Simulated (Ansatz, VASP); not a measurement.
## Be3Se2O: VASP beside Ansatz

Contents of INCAR:

```
SYSTEM = Be3Se2O
ALGO = Normal ; EDIFF = 1E-7
EDIFFG = -0.08 ; ENCUT = 600
GGA = PE ; IBRION = 2
ISIF = 3 ; ISMEAR = 0
LASPH = .True. ; LCHARG = .False.
LREAL = .False. ; LWAVE = .False.
NELM = 80 ; NSW = 36
PREC = Accurate ; SIGMA = 0.15
```

Contents of KPOINTS:

```
k-points
0
Gamma
  3 3 3
  0 0 0
```

The input POSCAR:

```
Be3Se2O
1.0
    4.8611047400      0.0000000000      0.0000000000
   -2.4305523700      4.2098402000      0.0000000000
    0.0000000000      0.0000000000      4.4845598000
Be Se O
3 2 1
Direct
    0.6593225000      0.0000000000      0.1588915500
    0.0000000000      0.6593225000      0.1588915500
    0.3406775000      0.3406775000      0.1588915500
    0.3333333300      0.6666666700      0.2785783000
    0.6666666700      0.3333333300      0.2785783000
    0.0000000000      0.0000000000      0.1096661500
```

Input for Ansatz:

```yaml
crystal:
  lattice:
    - [4.86110474, 0.0, 0.0]
    - [-2.43055237, 4.2098402, 0.0]
    - [0.0, 0.0, 4.4845598]
  atoms:
    - { symbol: Be, position: [0.6593225, 0.0, 0.15889155] }
    - { symbol: Be, position: [0.0, 0.6593225, 0.15889155] }
    - { symbol: Be, position: [0.3406775, 0.3406775, 0.15889155] }
    - { symbol: Se, position: [0.33333333, 0.66666667, 0.2785783] }
    - { symbol: Se, position: [0.66666667, 0.33333333, 0.2785783] }
    - { symbol: O, position: [0.0, 0.0, 0.10966615] }
basis:
  ecutwfc: 420
kpoints:
  mp_grid: { grid: [3, 3, 3] }
hamiltonian:
  xc: pbe
scf:
  occupations: { method: gaussian, width: 0.15 }
  lower_state_search: "off"
output:
  forces: true
  stress: true
  eigenvalues: true
relax:
  adjacent_minimum: "off"
  f_tol: 0.08
  max_steps: 16
  cell: { stress_tol: 0.8 }
```

Alike in both runs: task relaxation of cell and atoms; functional PBE; k mesh 3 × 3 × 3; occupations gaussian, width 0.15 eV; no spin polarisation.

|  | VASP | Ansatz |
| --- | --- | --- |
| version | VASP 6.6.1 | Ansatz 0.2.0 |
| potentials or method | VASP PAW PBE potentials, release 64 (Be, Se, O) | scalar-relativistic, plane waves, PAW |
| plane-wave cutoff (eV) | 600 | 420 |
| valence electrons in the cell | 24 | 44 |

|  | VASP | Ansatz | Ansatz less VASP |
| --- | --- | --- | --- |
| gap on the k mesh at the Fermi level, each at its own relaxed structure (eV) | 2.64 | 2.67 | +0.036 |
| relaxed volume (Å³/atom) | 22.67 | 23.46 | +0.784 |
| relaxed cell length with the largest relative difference (Å) | 4.718 | 4.853 | +0.1344 |
| energy change over the relaxation (meV/atom) | -1995 | -1973 | +21.4 |

The two sets of potentials don't hold the same shells in valence.

Caveats: the k mesh is coarse (spacing up to 0.50 Å⁻¹), so the values aren't converged; the volume moved by over 15 % at a fixed basis, so the end points are rough (VASP); this functional lacks dispersion, which binds the layers, so the pressure and a relaxed spacing across them are unreliable, and here the layers came unbound.
